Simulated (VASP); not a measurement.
```xyz
2
Lattice="2.8928 0.0000 0.0000 0.0000 2.8928 0.0000 0.0000 0.0000 2.8928" Properties=species:S:1:pos:R:3 pbc="T T T"
Zn     1.4464     1.4464     1.4464
Cu     0.0000     0.0000     0.0000
```

Calculation: revTPSS meta-GGA, VASP's PBE PAW potentials (set 64) (plane waves; VASP). Numerical set-up: 520 eV cut-off, 13×13×13 Γ-centred mesh, first-order Methfessel-Paxton smearing of 0.10 eV, potentials Zn Cu.

Problem. The job: CuZn (CsCl type), 2 atoms, revTPSS, static run, 520 eV, 13×13×13 Γ-centred mesh. Roughly how much core time does it take on a busy server core?

Solution. About 80 core-seconds (one run on a shared machine, a rough figure). It had 84 irreducible k-points, 15 bands, up to 669 plane waves and 28 electronic steps.

The compound is CuZn in the CsCl type structure. It was relaxed first, which changed the volume by -6 %. The electron count is odd and the run is not spin-polarised, which forces a metal.
